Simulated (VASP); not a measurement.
Input:

```yaml
crystal:
  lattice:
    - [2.58467, 1.49226, 4.52600]
    - [-2.58467, 1.49226, 4.52600]
    - [0.00000, -2.98452, 4.52600]
  atoms:
    - { symbol: Li, position: [0.50000, 0.50000, 0.50000] }
    - { symbol: Ta, position: [0.00000, 0.00000, 0.00000] }
    - { symbol: F, position: [0.64967, 0.24539, 0.86097] }
    - { symbol: F, position: [0.35033, 0.75461, 0.13903] }
    - { symbol: F, position: [0.86097, 0.64967, 0.24539] }
    - { symbol: F, position: [0.13903, 0.35033, 0.75461] }
    - { symbol: F, position: [0.24539, 0.86097, 0.64967] }
    - { symbol: F, position: [0.75461, 0.13903, 0.35033] }
```

Level of theory: PBEsol GGA, VASP's PBE PAW potentials (set 64) (plane waves; VASP 6.6.1). Run with 400 eV cut-off, 6×6×6 Γ-centred mesh, Gaussian smearing of 0.010 eV, potentials Li_sv Ta_pv F.

Unless said otherwise, spin-orbit coupling is left out, though it shifts the bands of the heavy elements here.

Q: Give the energies of bands 18 to 31 at the high-symmetry points, in eV from the valence-band maximum.

A: 
```
band      Γ      T     H2      L     S0      F
----  -----  -----  -----  -----  -----  -----
18    -1.88  -1.36  -1.40  -1.57  -1.34  -1.65
19    -1.72  -1.36  -1.27  -1.34  -1.27  -1.51
20    -0.78  -1.33  -1.14  -1.02  -1.14  -1.17
21    -0.42  -0.76  -1.00  -0.88  -0.97  -1.05
22    -0.42  -0.76  -0.67  -0.71  -0.81  -0.82
23    -0.28  -0.49  -0.61  -0.34  -0.69  -0.69
24    -0.27  -0.38  -0.60  -0.30  -0.56  -0.33
25    -0.27  -0.28  -0.56  -0.28  -0.33  -0.32
26    -0.27  -0.28  -0.26  -0.26  -0.22  -0.31
27     0.00  -0.17  -0.13  -0.18  -0.19  -0.29
28     0.00  -0.17  -0.11  -0.07  -0.08  -0.03
29     6.48   6.50   6.47   6.40   6.45   6.48
30     6.49   6.57   6.50   6.45   6.48   6.48
31     6.49   6.57   6.54   6.53   6.54   6.58
```

The gap is indirect, 6.40 eV, from the valence maximum at Γ-S0 at 0.14 to the conduction minimum at L.

The structure comes from a computed database's LiTaF6 entry; how it stands against other phases isn't given here. The cell was not relaxed at this level.
